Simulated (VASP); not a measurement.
These are LDA (Ceperley-Alder, Perdew-Zunger), VASP's LDA PAW potentials (set 64) (plane waves; VASP) values and carry that method's errors.

VASP input:

### INCAR
```
SYSTEM = KCl
ALGO = Normal
NELM = 100
ISIF = 3   ! ions, shape and volume
SIGMA = 0.05   ! width (eV)
EDIFFG = -0.01
IBRION = 2   ! conjugate gradients
ISMEAR = 0   ! Gaussian
LCHARG = .FALSE.
LASPH = .TRUE.   ! aspherical one-centre terms
NSW = 60   ! most ionic steps
LWAVE = .FALSE.
LREAL = .FALSE.
PREC = Accurate
ENCUT = 520
EDIFF = 1E-6   ! SCF stop (eV)
```

File KPOINTS:
```
Automatic mesh
0
Gamma
7 7 7
0 0 0
```

### POSCAR
```
KCl
1
    0.0000000000     3.1450000000     3.1450000000
    3.1450000000     0.0000000000     3.1450000000
    3.1450000000     3.1450000000     0.0000000000
K Cl
1 1
Direct
  0.0000000000   0.0000000000   0.0000000000
  0.5000000000   0.5000000000   0.5000000000
```

POTCAR, in this order: K_sv Cl (LDA.64 set). Program: vasp_std.

Output of the run:

OSZICAR:
```
       N       E                     dE             d eps       ncg     rms          rms(c)
DAV:   1     0.108101560024E+03    0.10810E+03   -0.72537E+03   488   0.119E+03
DAV:   2    -0.172958500223E+00   -0.10827E+03   -0.99251E+02   572   0.295E+02
DAV:   3    -0.740892985259E+01   -0.72360E+01   -0.71977E+01   624   0.667E+01
DAV:   4    -0.766631214792E+01   -0.25738E+00   -0.25714E+00   872   0.126E+01
DAV:   5    -0.766751169701E+01   -0.11995E-02   -0.11995E-02   620   0.817E-01    0.344E+00
DAV:   6    -0.739852437735E+01    0.26899E+00   -0.49754E-01   592   0.401E+00    0.277E+00
DAV:   7    -0.737090116292E+01    0.27623E-01   -0.90354E-02   628   0.192E+00    0.158E+00
DAV:   8    -0.737062413423E+01    0.27703E-03   -0.13415E-02   680   0.101E+00    0.177E-01
DAV:   9    -0.737072039417E+01   -0.96260E-04   -0.99885E-04   652   0.196E-01    0.740E-02
DAV:  10    -0.737081358237E+01   -0.93188E-04   -0.12414E-04   664   0.104E-01    0.135E-02
DAV:  11    -0.737081551196E+01   -0.19296E-05   -0.41194E-06   620   0.197E-02    0.576E-03
DAV:  12    -0.737081594470E+01   -0.43274E-06   -0.24163E-06   624   0.121E-02
   1 F= -.73708159E+01 E0= -.73708159E+01  d E =-.737082E+01
       N       E                     dE             d eps       ncg     rms          rms(c)
DAV:   1    -0.772502981248E+01   -0.35421E+00   -0.72439E+00   596   0.294E+01    0.358E+00
DAV:   2    -0.745178006742E+01    0.27325E+00   -0.68191E-01   564   0.789E+00    0.131E+00
DAV:   3    -0.739967033060E+01    0.52110E-01   -0.17096E-01   836   0.377E+00    0.909E-01
DAV:   4    -0.740002610713E+01   -0.35578E-03   -0.61255E-03   860   0.488E-01    0.510E-01
DAV:   5    -0.740081934085E+01   -0.79323E-03   -0.36301E-03   796   0.261E-01    0.928E-02
DAV:   6    -0.740085341454E+01   -0.34074E-04   -0.13794E-04   592   0.134E-01    0.306E-02
DAV:   7    -0.740086770006E+01   -0.14286E-04   -0.65867E-06   676   0.301E-02    0.111E-02
DAV:   8    -0.740086693723E+01    0.76283E-06   -0.37106E-06   668   0.140E-02
   2 F= -.74008669E+01 E0= -.74008669E+01  d E =-.300510E-01
       N       E                     dE             d eps       ncg     rms          rms(c)
DAV:   1    -0.760316053856E+01   -0.20229E+00   -0.43800E+00   600   0.230E+01    0.277E+00
DAV:   2    -0.744059693063E+01    0.16256E+00   -0.40691E-01   560   0.614E+00    0.103E+00
DAV:   3    -0.740842588358E+01    0.32171E-01   -0.10607E-01   836   0.299E+00    0.747E-01
DAV:   4    -0.740872728264E+01   -0.30140E-03   -0.35798E-03   856   0.374E-01    0.407E-01
DAV:   5    -0.740920922189E+01   -0.48194E-03   -0.23195E-03   776   0.216E-01    0.678E-02
DAV:   6    -0.740921710492E+01   -0.78830E-05   -0.84913E-05   592   0.106E-01    0.252E-02
DAV:   7    -0.740922733688E+01   -0.10232E-04   -0.55839E-06   688   0.240E-02    0.112E-02
DAV:   8    -0.740922633949E+01    0.99739E-06   -0.18467E-06   504   0.126E-02
   3 F= -.74092263E+01 E0= -.74092263E+01  d E =-.384104E-01
       N       E                     dE             d eps       ncg     rms          rms(c)
DAV:   1    -0.741037383655E+01   -0.11465E-02   -0.25469E-02   592   0.176E+00    0.218E-01
DAV:   2    -0.740944567853E+01    0.92816E-03   -0.23693E-03   588   0.465E-01    0.792E-02
DAV:   3    -0.740925695576E+01    0.18872E-03   -0.58999E-04   816   0.224E-01    0.638E-02
DAV:   4    -0.740925910889E+01   -0.21531E-05   -0.28299E-05   856   0.306E-02    0.318E-02
DAV:   5    -0.740926193504E+01   -0.28262E-05   -0.16476E-05   840   0.204E-02    0.441E-03
DAV:   6    -0.740926172259E+01    0.21245E-06   -0.39553E-07   384   0.718E-03
   4 F= -.74092617E+01 E0= -.74092617E+01  d E =-.384458E-01
```

OUTCAR:
```
------------------------ aborting loop because EDIFF is reached ----------------------------------------
  FORCE on cell =-STRESS in cart. coord.  units (eV):
  Direction    XX          YY          ZZ          XY          YZ          ZX
  --------------------------------------------------------------------------------------
  Total        0.0044438      0.0044438      0.0044438      0.0000000      0.0000000     -0.0000000
  in kB        0.1264109      0.1264109      0.1264109      0.0000000      0.0000000     -0.0000000
  external PRESSURE =       0.1264109 kB  Pullay stress =       0.0000000 kB
  volume of cell :       56.32
      direct lattice vectors                 reciprocal lattice vectors
    -0.000000000  3.042392802  3.042392802    -0.164344328  0.164344328  0.164344328
     3.042392802  0.000000000  3.042392802     0.164344328 -0.164344328  0.164344328
     3.042392802  3.042392802  0.000000000     0.164344328  0.164344328 -0.164344328
  FREE ENERGIE OF THE ION-ELECTRON SYSTEM (eV)
  ---------------------------------------------------
  free  energy   TOTEN  =        -7.4092617226 eV

  energy  without entropy=       -7.4092617226  energy(sigma->0) =       -7.40926172

 reached required accuracy - stopping structural energy minimisation
```
(Selected blocks of OUTCAR.)

**CONTCAR**
```
KCl
   1.00000000000000
    -0.0000000000000000    3.0423928021595503    3.0423928021595503
     3.0423928021595503    0.0000000000000000    3.0423928021595503
     3.0423928021595503    3.0423928021595503    0.0000000000000000
  K               Cl
     1     1
Direct
     0.0000000000000000    0.0000000000000000    1.0000000000000000
     0.5000000000000000    0.5000000000000000    0.5000000000000000
```

Energy and stress use the plane-wave basis of the starting cell.

The compound is KCl in the rock salt structure. This run relaxes it. Symmetry was kept, so distortions that lower it aren't found.
